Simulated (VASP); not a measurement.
Consider the following.

```
AlP
1.0
    0.00000     2.71045     2.71045
    2.71045     0.00000     2.71045
    2.71045     2.71045     0.00000
Al P
1 1
Cartesian
  0.00000   0.00000   0.00000
  1.35523   1.35523   1.35523
```

Computed with PBE GGA with D3 dispersion (zero damping), VASP's PBE PAW potentials (set 64) (plane waves; VASP). Settings: 520 eV cut-off, 8×8×8 Γ-centred mesh, Gaussian smearing of 0.050 eV, potentials Al P.

### Question
Estimate the energy per atom (σ→0), pressure, band gap (on the k-mesh) with the smallest direct gap where there is one.

### Answer

```
Quantity                                     Result
-----------------------------------  --------------
band gap (on the k-mesh)                    1.54 eV
smallest direct gap (on the k-mesh)         3.49 eV
energy per atom (σ→0)                -5357 meV/atom
pressure                                   2.78 GPa
```

Total energies compare only between runs with the same potentials, cut-off and functional.

The compound is AlP in the zinc blende structure. This cell is one point of a volume scan, at 0.97 of the reference volume.
